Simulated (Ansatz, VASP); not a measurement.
# Si81C121 (amorphous Si0.40C0.60) in two plane-wave programs, part 2 of 2

One calculation is typed for both programs; each brings its own data sets. How far apart do they land? Of the first pair: The structure shown is the start of the Ansatz relaxation below; VASP solves that cell, so the two are compared at the walk's first step.

VASP 6.6.1 and Ansatz 0.2.0.

So far. Step 3 (VASP: single point, PBEsol, start cell, pair 1): The run ends at a pressure of 2.52 GPa, with forces up to 0.46 eV/Å.

**5. Ansatz: relaxation, PBEsol**

Level of this step: Ansatz beside VASP: Kohn-Sham DFT, plane waves, PBEsol (Ansatz).

This run makes the geometry at which the two programs are then compared.

The structure compared here is the end of the Ansatz relaxation.

Contents of input.yaml:

```yaml
crystal:
  lattice:
    - [12.47122, 0.02153, -0.09777]
    - [0.02131, 12.89189, 0.044]
    - [-0.09679, 0.044, 12.97042]
  atoms:
    - { symbol: Si, position: [0.19369, 0.2061, 0.2155] }
    - { symbol: Si, position: [0.92435, 0.86765, 0.17914] }
    - { symbol: Si, position: [0.64472, 0.48841, 0.26771] }
    - { symbol: Si, position: [0.57204, 0.85569, 0.92417] }
    - { symbol: Si, position: [0.31077, 0.21718, 0.97426] }
    - { symbol: Si, position: [0.55069, 0.63355, 0.99265] }
    - { symbol: Si, position: [0.03819, 0.47653, 0.62034] }
    - { symbol: Si, position: [0.40824, 0.82267, 0.07463] }
    - { symbol: Si, position: [0.59034, 0.71738, 0.4109] }
    - { symbol: Si, position: [0.60509, 0.87591, 0.58122] }
    - { symbol: Si, position: [0.38835, 0.86331, 0.24656] }
    - { symbol: Si, position: [0.35867, 0.03664, 0.28092] }
    - { symbol: Si, position: [0.06601, 0.72712, 0.00065] }
    - { symbol: Si, position: [0.88475, 0.23124, 0.84831] }
    - { symbol: Si, position: [0.07023, 0.25609, 0.07564] }
    - { symbol: Si, position: [0.68053, 0.10771, 0.60727] }
    - { symbol: Si, position: [0.45025, 0.04936, 0.00438] }
    - { symbol: Si, position: [0.86046, 0.18105, 0.51555] }
    - { symbol: Si, position: [0.41283, 0.76989, 0.48923] }
    - { symbol: Si, position: [0.77011, 0.57436, 0.92231] }
    - { symbol: Si, position: [0.40717, 0.42227, 0.17748] }
    - { symbol: Si, position: [0.46908, 0.44239, 0.46841] }
    - { symbol: Si, position: [0.6841, 0.39077, 0.07547] }
    - { symbol: Si, position: [0.18154, 0.584, 0.84033] }
    - { symbol: Si, position: [0.92746, 0.67503, 0.6029] }
    - { symbol: Si, position: [0.4841, 0.06323, 0.70879] }
    - { symbol: Si, position: [0.16373, 0.71545, 0.6111] }
    - { symbol: Si, position: [0.46667, 0.42493, 0.97787] }
    - { symbol: Si, position: [0.10414, 0.48772, 0.37459] }
    - { symbol: Si, position: [0.01944, 0.64742, 0.15656] }
[... 166 atom lines left out ...]
    - { symbol: C, position: [0.11877, 0.85633, 0.27798] }
    - { symbol: C, position: [0.10211, 0.93598, 0.63285] }
    - { symbol: C, position: [0.79708, 0.15796, 0.05109] }
    - { symbol: C, position: [0.27598, 0.24872, 0.724] }
    - { symbol: C, position: [0.60756, 0.23224, 0.78646] }
    - { symbol: C, position: [0.40933, 0.35486, 0.57237] }
kpoints:
  mp_grid: { grid: [1, 1, 1] }
hamiltonian:
  xc: pbesol
  pseudopotentials: { kind: paw, azcp: { folder: soft_1 }, xc_functional: pbe }
scf:
  occupations: { method: fermi_dirac, width: 0.05 }
output:
  forces: true
  eigenvalues: true
  stress: true
relax:
  f_tol: 0.05
  max_steps: 70
```

Run with:

```bash
ansatz run input.yaml --threads 8 --pin off --max-ram 15872MiB --backend cpu --events-out ev --progress --plain --runs-dir out
```

Numbers of over 12 decimals in the logs are rounded to 6 here.

Log:

```text
[...]
Crystal: 202 atoms, lattice volume = 2085.201 Å³
Basis set: ecut = 420 eV, 40749 PW (Γ), exchange–correlation on 180×180×180 points (8 copies of the dense FFT grid, shifted against one another)
Bands: 606, of which v1, the nominal top of the filled ones, is band 404 counted from 1 (403 counted from 0)
Symmetry: 1 space group operations
[...]
k-points: 1
[...]
- { symbol: C, position: [0.317635, 0.987687, 0.958672] }
    - { symbol: C, position: [0.882249, 0.674197, 0.299323] }
    - { symbol: C, position: [0.276073, 0.864170, 0.721165] }
    - { symbol: C, position: [0.588932, 0.339167, 0.839584] }
    - { symbol: C, position: [0.790918, 0.00816824, 0.277667] }
    - { symbol: C, position: [0.170647, 0.717624, 0.463616] }
    - { symbol: C, position: [0.940754, 0.487395, 0.504622] }
[...]
- { symbol: C, position: [0.796372, 0.158133, 0.050979] }
    - { symbol: C, position: [0.276037, 0.249051, 0.724286] }
    - { symbol: C, position: [0.607750, 0.232301, 0.786108] }
    - { symbol: C, position: [0.408158, 0.354908, 0.571514] }
```

**6. VASP: single point, PBEsol, relaxed cell, pair 2**

The same cell, functional, mesh and smearing now go to VASP, with its own data sets.

Contents of INCAR:

```
SYSTEM = Si81C121
PREC = Accurate
ENCUT = 600
EDIFF = 1E-06
NELM = 120
ISMEAR = -1
SIGMA = 0.05
LREAL = Auto
ALGO = Normal
GGA = PS
NBANDS = 545
LORBIT = 11
LWAVE = .FALSE.
LCHARG = .FALSE.
ISIF = 2
LASPH = .TRUE.
GGA_COMPAT = .FALSE.
EFERMI = MIDGAP
```

Contents of POSCAR:

```
Si81C121
1.0
   12.4712200000      0.0215300000     -0.0977700000
    0.0213100000     12.8918900000      0.0440000000
   -0.0967900000      0.0440000000     12.9704200000
Si C
81 121
Direct
    0.1933800000      0.2061600000      0.2147800000
    0.9234100000      0.8674900000      0.1792800000
    0.6463400000      0.4886900000      0.2677300000
    0.5722900000      0.8564800000      0.9246800000
    0.3112300000      0.2174600000      0.9749800000
    0.5528000000      0.6340700000      0.9922600000
    0.0391000000      0.4765900000      0.6201600000
    0.4083600000      0.8227700000      0.0747900000
    0.5891000000      0.7171600000      0.4112900000
    0.6043800000      0.8761600000      0.5817900000
    0.3870300000      0.8637300000      0.2464800000
    0.3592800000      0.0373100000      0.2809400000
    0.0667300000      0.7267500000      0.0007000000
    0.8843200000      0.2312200000      0.8482600000
    0.0704600000      0.2560200000      0.0754400000
    0.6796600000      0.1077600000      0.6072200000
    0.4514100000      0.0493600000      0.0046200000
    0.8606500000      0.1809900000      0.5157700000
    0.4133800000      0.7694800000      0.4897000000
    0.7691200000      0.5740200000      0.9222000000
    0.4081100000      0.4228100000      0.1769000000
    0.4682200000      0.4424100000      0.4678900000
    0.6845600000      0.3904600000      0.0755800000
    0.1822900000      0.5835500000      0.8402300000
    0.9275200000      0.6749700000      0.6027700000
    0.4832200000      0.0635900000      0.7085400000
    0.1638500000      0.7154300000      0.6108100000
    0.4674300000      0.4252600000      0.9776000000
    0.1041800000      0.4877800000      0.3744900000
    0.0184800000      0.6467700000      0.1563400000
[... 166 atom lines left out ...]
    0.1190500000      0.8560800000      0.2778200000
    0.1002500000      0.9349300000      0.6331600000
    0.7963700000      0.1581300000      0.0509800000
    0.2760400000      0.2490500000      0.7242900000
    0.6077500000      0.2323000000      0.7861100000
    0.4081600000      0.3549100000      0.5715100000
```

Contents of KPOINTS:

```
Automatic mesh
0
Gamma
1 1 1
0 0 0
```

Potentials, in the order of the species: Si and C (PBE family, release 64).

Run with:

```bash
export OMP_NUM_THREADS=3
mpirun -np 1 vasp_gam
```

Log:

```text
[banner, memory and clock lines left out]
running    1 mpi-ranks, on    1 nodes
[...]
Offloading initialized ...    1 GPUs detected
[...]
[... a notice as in an earlier step ...]

 LDA part: xc-table for (Slater+PW92), standard interpolation
 POSCAR, INCAR and KPOINTS ok, starting setup
[...]
entering main loop
       N       E                     dE             d eps       ncg     rms          rms(c)
DAV:   1     0.526899156860E+04    0.52690E+04   -0.46618E+05  1090   0.161E+03
DAV:   2    -0.992298714362E+03   -0.62613E+04   -0.58787E+04  1355   0.307E+02
DAV:   3    -0.162851518736E+04   -0.63622E+03   -0.62027E+03  1356   0.905E+01
DAV:   4    -0.164885411861E+04   -0.20339E+02   -0.20133E+02  1316   0.174E+01
[...]
DAV:  16    -0.153061084763E+04    0.49954E-05   -0.65946E-05  1284   0.118E-02    0.165E-02
DAV:  17    -0.153061084800E+04   -0.37296E-06   -0.23223E-05  1276   0.660E-03    0.571E-03
DAV:  18    -0.153061084828E+04   -0.27638E-06   -0.47405E-06  1052   0.297E-03
   1 F= -.15306108E+04 E0= -.15305283E+04  d E =-.165130E+00
```

From OUTCAR (step 6):

```text
  FREE ENERGIE OF THE ION-ELECTRON SYSTEM (eV)
  ---------------------------------------------------
  free  energy   TOTEN  =     -1530.6108482757 eV

  energy  without entropy=    -1530.4457178107  energy(sigma->0) =    -1530.52828304

[... 1 part as in an earlier step ...]

[... 1 further part left out ...]
[key lines of the parts left out:]
E-fermi :   8.3358
```

The run ends at a pressure of 1.94 GPa, with forces up to 0.085 eV/Å.

**7. Comparison**

What differs besides the data sets and the points named for the pairs above, as far as they apply: the cutoff is 420 eV in Ansatz and 600 eV in VASP (PREC = Accurate, projectors in real space). Total energies have different zeros and are not compared.

The two programs side by side:

| quantity | Ansatz | VASP | difference |
| --- | --- | --- | --- |
| pressure (GPa) | 1.71 | 1.94 | -0.23 |
| gap on the k mesh (eV) | 0.161 | 0.160 | +0.001 |

At this near-relaxed geometry the largest component of a force difference is 63 meV/Å. A gap on the mesh is an upper bound, since the band edges may lie between its points.

**8. Outcome**

- r.m.s. force difference (single point, PBEsol, start cell, pair 1): 16 meV/Å
- r.m.s. force difference (single point, PBEsol, relaxed cell, pair 2): 15 meV/Å

The r.m.s. force difference is 16 meV/Å (single point, PBEsol, start cell, pair 1), beyond the 12 meV/Å picked in this series as the mark of a large difference. What causes the difference of the single point, PBEsol, start cell, pair 1 pair stays open here. What causes the difference of the single point, PBEsol, relaxed cell, pair 2 pair stays open here. How closely two codes agree says nothing of how well the functional describes the real material.

[Lines on the potential files, build, host, timing and source positions are cut from VASP's logs without a mark.]

[Logs are printed without paths, hosts, clocks, repeated set-up lines and the standing remarks that a program may print on its own settings, such as how far it seeks lower states.]

[Hosts, paths, dates, database ids (printed as entryN), source tags and the programs' standing remarks are cut or masked in the printed files.]
